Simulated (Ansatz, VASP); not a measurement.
HfScBr3: VASP beside Ansatz

```xyz
5
Lattice="5.3242 0.0000 0.0000 0.0000 5.3242 0.0000 0.0000 0.0000 5.3242" Properties=species:S:1:pos:R:3 pbc="T T T"
Hf    0.0000    0.0000    0.0000
Sc    2.6621    2.6621    2.6621
Br    0.0000    2.6621    2.6621
Br    2.6621    0.0000    2.6621
Br    2.6621    2.6621    0.0000
```

Change from the starting cell: species swapped into the Sc3InB type (Pm-3m, No. 221).

Alike in both runs: task relaxation of cell and atoms; functional PBE; k mesh 8 × 8 × 8; occupations gaussian, width 0.1 eV; no spin polarisation.

```csv
,VASP,Ansatz
version,VASP 6.6.1,Ansatz 0.2.0
potentials or method,"VASP PAW PBE potentials, release 64 (Hf_pv, Sc_sv, Br)","scalar-relativistic, plane waves, PAW"
plane-wave cutoff (eV),600,420
valence electrons in the cell,42,58
```

|  | VASP | Ansatz | Ansatz less VASP |
| --- | --- | --- | --- |
| gap on the k mesh at the Fermi level, each at its own relaxed structure (eV) | none | none | - |
| relaxed volume (Å³/atom) | 29.72 | 29.71 | -0.013 |
| relaxed cell length with the largest relative difference (Å) | 5.297 | 5.296 | -0.0008 |

A gap of «none» marks a metal or a gap that the smearing closes. The two sets of potentials don't hold the same shells in valence.

Caveats: the bands computed are all filled at some k points, so no gap is given. The runs have no spin-orbit coupling, so splittings on Hf are missing.
